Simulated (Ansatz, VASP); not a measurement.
# HfS2 (1T-HfS2 5 layers, AA): VASP beside Ansatz, part 2 of 2

Aim: how closely do two programs agree when they are given the same cell, functional and k mesh? The structure shown is the start of the Ansatz relaxation below; VASP solves that cell, so the two are compared at the walk's first step.

VASP 6.6.1 and Ansatz 0.2.0.

So far: Set-up; Ansatz: relaxation, PBE with D3(BJ).

## (3) VASP: single point, PBE with D3(BJ), start cell

Level of this step: PBE with D3(BJ); plane waves and PAW (S, Hf_pv) (VASP).

The same cell, functional, mesh and smearing now go to VASP, with its own data sets.

Lines of VASP's logs that name or quote its potential files are left out, and so is its time.

The input, INCAR:

```
SYSTEM = HfS2
PREC = Accurate
ENCUT = 400
EDIFF = 1E-06
NELM = 120
ISMEAR = -1
SIGMA = 0.05
LREAL = .FALSE.
ALGO = Normal
GGA = PE
IVDW = 12
NBANDS = 70
LASPH = .TRUE.
LORBIT = 11
LWAVE = .FALSE.
LCHARG = .FALSE.
ISIF = 2
LDIPOL = .TRUE.
IDIPOL = 3
DIPOL = 0.5 0.5 0.5
LVHAR = .TRUE.
GGA_COMPAT = .FALSE.
EFERMI = MIDGAP
NELMDL = -8
KPAR = 4
```

The input, POSCAR:

```
HfS2
1.0
    3.6400000000      0.0000000000      0.0000000000
   -1.8200000000      3.1523320000      0.0000000000
    0.0000000000      0.0000000000     87.1607960000
S Hf
10 5
Direct
    0.6666666138      0.3333332276      0.3390285697
    0.3333333862      0.6666667724      0.3758818242
    0.6666666138      0.3333332276      0.4103009683
    0.3333333862      0.6666667724      0.4471542229
    0.6666666138      0.3333332276      0.4815733670
    0.3333333862      0.6666667724      0.5184266330
    0.6666666138      0.3333332276      0.5528457771
    0.3333333862      0.6666667724      0.5896990317
    0.6666666138      0.3333332276      0.6241181758
    0.3333333862      0.6666667724      0.6609714303
    0.0000000000      0.0000000000      0.3574552027
    0.0000000000      0.0000000000      0.4287276013
    0.0000000000      0.0000000000      0.5000000000
    0.0000000000      0.0000000000      0.5712723987
    0.0000000000      0.0000000000      0.6425447973
```

The input, KPOINTS:

```
Automatic mesh
0
Gamma
12 12 1
0 0 0
```

The projector-augmented-wave data sets are S and Hf_pv (PBE family, release 64).

On the command line:

```bash
$ mpirun -np 4 vasp_std
```

Numbers of over 12 decimals in the logs are rounded to 6 here.

Output:

```text
[banner, memory and clock lines left out]
running    4 mpi-ranks, on    1 nodes
 distrk:  each k-point on    1 cores,    4 groups
 distr:  one band on    1 cores,    1 groups

 POSCAR found type information on POSCAR S Hf
 POSCAR found :  2 types and      15 ions
 LDA part: xc-table for (Slater+PW92), standard interpolation
|                                                                             |
|           W    W    AA    RRRRR   N    N  II  N    N   GGGG   !!!           |
|           W    W   A  A   R    R  NN   N  II  NN   N  G    G  !!!           |
|           W    W  A    A  R    R  N N  N  II  N N  N  G       !!!           |
|           W WW W  AAAAAA  RRRRR   N  N N  II  N  N N  G  GGG   !            |
|           WW  WW  A    A  R   R   N   NN  II  N   NN  G    G                |
|           W    W  A    A  R    R  N    N  II  N    N   GGGG   !!!           |
|                                                                             |
|     One of the lattice vectors is very long (>50 A), but AMIN is rather     |
|     large. This can spoil convergence since charge sloshing might occur     |
|     along the long lattice vector. If problems with convergence are         |
|     observed, try to decrease AMIN to a smaller value (e.g. 0.01).          |
|     Note: This warning only applies if the self-consistency cycle is        |
|     used.                                                                   |
|                                                                             |

 POSCAR, INCAR and KPOINTS ok, starting setup
 FFT: planning ... GRIDC
 FFT: planning ... GRID_SOFT
 FFT: planning ... GRID
 WAVECAR not read
 entering main loop
       N       E                     dE             d eps       ncg     rms          rms(c)
DAV:   1     0.704243943237E+03    0.70424E+03   -0.42221E+04  3300   0.989E+02
DAV:   2    -0.246541647524E+02   -0.72890E+03   -0.71031E+03  3574   0.242E+02
DAV:   3    -0.119707337060E+03   -0.95053E+02   -0.94119E+02  3074   0.798E+01
DAV:   4    -0.123115054755E+03   -0.34077E+01   -0.33883E+01  3272   0.178E+01
DAV:   5    -0.123257224239E+03   -0.14217E+00   -0.14204E+00  3660   0.337E+00
DAV:   6    -0.123260867064E+03   -0.36428E-02   -0.36417E-02  3410   0.592E-01
DAV:   7    -0.123261064028E+03   -0.19696E-03   -0.19695E-03  3754   0.120E-01
DAV:   8    -0.123261071696E+03   -0.76680E-05   -0.76675E-05  3182   0.229E-02    0.911E+01
DAV:   9    -0.113562912932E+03    0.96982E+01   -0.33503E+01  2918   0.137E+01    0.698E+01
DAV:  10    -0.113670745757E+03   -0.10783E+00   -0.12932E+01  3088   0.115E+01    0.176E+01
DAV:  11    -0.113185864156E+03    0.48488E+00   -0.22526E+00  2914   0.483E+00    0.589E+00
DAV:  12    -0.113118519790E+03    0.67344E-01   -0.45089E-01  3152   0.197E+00    0.158E+00
DAV:  13    -0.113118456634E+03    0.63156E-04   -0.45615E-02  3394   0.664E-01    0.106E+00
DAV:  14    -0.113118364359E+03    0.92275E-04   -0.32384E-03  3156   0.182E-01    0.790E-01
[...]
DAV:  18    -0.113118169188E+03   -0.47297E-04   -0.15103E-05  3074   0.120E-02    0.112E-02
DAV:  19    -0.113118218605E+03   -0.49417E-04   -0.48586E-06  2562   0.633E-03    0.115E-02
DAV:  20    -0.113118279614E+03   -0.61009E-04   -0.89511E-06  2620   0.712E-03    0.812E-03
DAV:  21    -0.113118313294E+03   -0.33680E-04   -0.22505E-06  2318   0.378E-03    0.367E-03
DAV:  22    -0.113118333013E+03   -0.19719E-04   -0.35750E-07  1632   0.174E-03    0.366E-03
DAV:  23    -0.113118355398E+03   -0.22386E-04   -0.31328E-07  1646   0.119E-03    0.450E-03
DAV:  24    -0.113118419034E+03   -0.63635E-04   -0.48389E-06  2136   0.349E-03    0.290E-03
DAV:  25    -0.113118419619E+03   -0.58554E-06   -0.15389E-07  1694   0.106E-03
   1 F= -.11745138E+03 E0= -.11745135E+03  d E =-.604058E-04
```

Parts of OUTCAR (step 3):

```text
ion  position               nearest neighbor table
   1  0.667  0.333  0.339-  11 2.65  11 2.65  11 2.65
   2  0.333  0.667  0.376-  11 2.64  11 2.64  11 2.64
   3  0.667  0.333  0.410-  12 2.65  12 2.65  12 2.65
   4  0.333  0.667  0.447-  12 2.64  12 2.64  12 2.64
   5  0.667  0.333  0.482-  13 2.65  13 2.65  13 2.65
   6  0.333  0.667  0.518-  13 2.65  13 2.65  13 2.65
   7  0.667  0.333  0.553-  14 2.64  14 2.64  14 2.64
   8  0.333  0.667  0.590-  14 2.65  14 2.65  14 2.65
   9  0.667  0.333  0.624-  15 2.64  15 2.64  15 2.64
  10  0.333  0.667  0.661-  15 2.65  15 2.65  15 2.65
  11  0.000  0.000  0.357-   2 2.64   2 2.64   2 2.64   1 2.65   1 2.65   1 2.65
  12  0.000  0.000  0.429-   4 2.64   4 2.64   4 2.64   3 2.65   3 2.65   3 2.65
  13  0.000  0.000  0.500-   5 2.65   6 2.65   6 2.65   5 2.65   5 2.65   6 2.65
  14  0.000  0.000  0.571-   7 2.64   7 2.64   7 2.64   8 2.65   8 2.65   8 2.65
  15  0.000  0.000  0.643-   9 2.64   9 2.64   9 2.64  10 2.65  10 2.65  10 2.65

  LATTYP: Found a hexagonal cell.
 ALAT       =     3.6400000000
 C/A-ratio  =    23.9452736264

 Subroutine GETGRP returns: Found 12 space group operations
 (whereof 12 operations were pure point group operations)

The static configuration has the point symmetry D_3d.

 Found     19 irreducible k-points:

   k-points           NKPTS =     19   k-points in BZ     NKDIM =     19   number of bands    NBANDS=     70

   dimension x,y,z NGX =    24 NGY =   24 NGZ =  576
   dimension x,y,z NGXF=    48 NGYF=   48 NGZF= 1152

   ENCUT  =  400.0 eV  29.40 Ry    5.42 a.u.   5.94  5.94142.14*2*pi/ulx,y,z

   NELECT =     110.0000    total number of electrons

 k-points in reciprocal lattice and weights: Automatic mesh
   0.00000000  0.00000000  0.00000000       0.007
   0.08333333  0.00000000  0.00000000       0.042
   0.16666667  0.00000000  0.00000000       0.042
   0.25000000 -0.00000000  0.00000000       0.042
   0.33333333 -0.00000000  0.00000000       0.042
   0.41666667 -0.00000000  0.00000000       0.042
   0.50000000 -0.00000000  0.00000000       0.021
   0.08333333  0.08333333  0.00000000       0.042
   0.16666667  0.08333333  0.00000000       0.083
[...]
0.33333333  0.25000000  0.00000000       0.083
   0.33333333  0.33333333  0.00000000       0.014

 dipolmoment           0.000000      0.000000      0.000000 electrons x Angstroem

 average (electrostatic) potential at core
       1 -93.5269       2 -93.5626       3 -93.5656       4 -93.5658       5 -93.5658
       6 -93.5658       7 -93.5658       8 -93.5656       9 -93.5626      10 -93.5269
      11 -46.0113      12 -46.0126      13 -46.0126      14 -46.0126      15 -46.0113

 E-fermi :  -2.6456

 k-point     1 :       0.0000    0.0000    0.0000
  band No.  band energies     occupation
    ...
     51      -3.0452      1.99932
     52      -3.0131      1.99871
     53      -3.0131      1.99871
     54      -2.9964      1.99821
     55      -2.9964      1.99821
     56      -1.0632      0.00000
     57      -1.0632      0.00000
     58      -1.0557      0.00000
     59      -1.0557      0.00000
     60      -1.0464      0.00000
    ...

 k-point     2 :       0.0833    0.0000    0.0000
  band No.  band energies     occupation
    ...
     51      -3.2946      2.00000
     52      -3.2600      1.99999
     53      -3.2170      1.99998
     54      -3.1803      1.99995
     55      -3.1596      1.99993
     56      -1.1131      0.00000
     57      -1.0960      0.00000
     58      -1.0952      0.00000
     59      -1.0883      0.00000
     60      -1.0865      0.00000
    ...

 k-point     3 :       0.1667    0.0000    0.0000
  band No.  band energies     occupation
    ...
     51      -3.5629      2.00000
     52      -3.5501      2.00000
     53      -3.5078      2.00000
     54      -3.4824      2.00000
     55      -3.4042      2.00000
     56      -1.3715      0.00000
     57      -1.3512      0.00000
     58      -1.3340      0.00000
     59      -1.3264      0.00000
     60      -1.3225      0.00000
    ...

 Edisp (eV)   -4.33296

  Total     -16.46324   -16.46323   -30.64527     0.00000     0.00000     0.00000
  in kB     -26.37372   -26.37371   -49.09299     0.00000     0.00000     0.00000
  external pressure =      -33.95 kB  Pullay stress =        0.00 kB

  energy-cutoff  :      400.00
  volume of cell :     1000.13
      direct lattice vectors                 reciprocal lattice vectors
     3.640000000  0.000000000  0.000000000     0.274725275  0.158612735  0.000000000
    -1.820000000  3.152332000  0.000000000     0.000000000  0.317225470  0.000000000
     0.000000000  0.000000000 87.160796000     0.000000000  0.000000000  0.011473048

 POSITION                                       TOTAL-FORCE (eV/Angst)
 -----------------------------------------------------------------------------------
      1.82000      1.05078     29.55000         0.000000      0.000000      1.815531
      0.00000      2.10155     32.76216         0.000000     -0.000000     -1.779449
      1.82000      1.05078     35.76216         0.000000      0.000000      1.785740
      0.00000      2.10155     38.97432         0.000000     -0.000000     -1.783731
      1.82000      1.05078     41.97432         0.000000      0.000000      1.784209
      0.00000      2.10155     45.18648        -0.000000     -0.000000     -1.784209
      1.82000      1.05078     48.18648         0.000000      0.000000      1.783731
      0.00000      2.10155     51.39864        -0.000000     -0.000000     -1.785740
      1.82000      1.05078     54.39864        -0.000000      0.000000      1.779449
      0.00000      2.10155     57.61080        -0.000000     -0.000000     -1.815531
      0.00000      0.00000     31.15608        -0.000000      0.000000      0.034694
      0.00000      0.00000     37.36824        -0.000000      0.000000      0.001455
      0.00000      0.00000     43.58040        -0.000000      0.000000      0.000000
      0.00000      0.00000     49.79256        -0.000000      0.000000     -0.001455
      0.00000      0.00000     56.00472        -0.000000      0.000000     -0.034694
 -----------------------------------------------------------------------------------
    total drift:                                0.000000     -0.000000     -0.000000

  FREE ENERGIE OF THE ION-ELECTRON SYSTEM (eV)
  ---------------------------------------------------
  free  energy   TOTEN  =      -117.4513831533 eV

  energy  without entropy=     -117.4513227475  energy(sigma->0) =     -117.45135295

 vacuum level on the upper side and lower side of the slab         3.246         3.246

 total charge
# of ion       s       p       d       tot
------------------------------------------
    1        1.348   2.359   0.000   3.707
    2        1.349   2.358   0.000   3.706
    3        1.349   2.357   0.000   3.706
    4        1.349   2.357   0.000   3.706
    5        1.349   2.357   0.000   3.706
    6        1.349   2.357   0.000   3.706
    7        1.349   2.357   0.000   3.706
    8        1.349   2.357   0.000   3.706
    9        1.349   2.358   0.000   3.706
   10        1.348   2.359   0.000   3.707
   11        0.294   6.439   1.317   8.049
   12        0.293   6.438   1.319   8.051
   13        0.293   6.438   1.319   8.051
   14        0.293   6.438   1.319   8.051
   15        0.294   6.439   1.317   8.049
--------------------------------------------------
tot         14.952  55.769   6.592  77.314

[... 3 further parts left out ...]
```

## (4) Differences

Known differences besides the potentials themselves: Ansatz cuts the interaction across the vacuum, VASP repeats the sheet with a dipole correction; the data sets hold 190 valence electrons in Ansatz (on its default PAW (the set named soft_2) files) and 110 in VASP; the cutoff is 420 eV in Ansatz and 400 eV in VASP. Total energies have different zeros and are not compared.

Forces on 7 of the 15 atoms, those with the largest forces and the largest differences (eV/Å; atoms numbered as in POSCAR):

```csv
atom,"Ansatz x, y, z","VASP x, y, z"
S1,"0.000, 0.000, 1.752","0.000, 0.000, 1.816"
S3,"0.000, 0.000, 1.723","0.000, 0.000, 1.786"
S5,"0.000, 0.000, 1.721","0.000, 0.000, 1.784"
S6,"0.000, 0.000, -1.721","0.000, 0.000, -1.784"
S7,"0.000, 0.000, 1.721","0.000, 0.000, 1.784"
S8,"0.000, 0.000, -1.723","0.000, 0.000, -1.786"
S10,"0.000, 0.000, -1.752","0.000, 0.000, -1.816"
```

The forces differ by 30 meV/Å r.m.s., which is 3.5 % of the r.m.s. force of 0.844 eV/Å (both taken over all components). With vacuum in the cell, a pressure given here is an average over mostly empty space and none of the material.

## (5) What came out

```yaml
r_m_s_force_difference_single_point_pbe_with_d3_bj_start_cell: 3.5 % of the r.m.s. force
```

**Reading.** The r.m.s. force difference is 3.5 % of the r.m.s. force (single point, PBE with D3(BJ), start cell), beyond the 3 % picked in this series as the mark of a large difference. The data sets hold unlike numbers of valence electrons (190 in Ansatz and 110 in VASP), so part of the differences comes from the potentials. What causes the difference of the single point, PBE with D3(BJ), start cell pair stays open here. 1 further run of this series is not shown here. How closely two codes agree says nothing of how well the functional describes the real material.

[Lines on the potential files, build, host, timing and source positions are cut from VASP's logs without a mark.]

[Logs are printed without paths, hosts, clocks, repeated set-up lines and the standing remarks that a program may print on its own settings, such as how far it seeks lower states.]

[Hosts, paths, dates, database ids (printed as entryN), source tags and the programs' standing remarks are cut or masked in the printed files.]
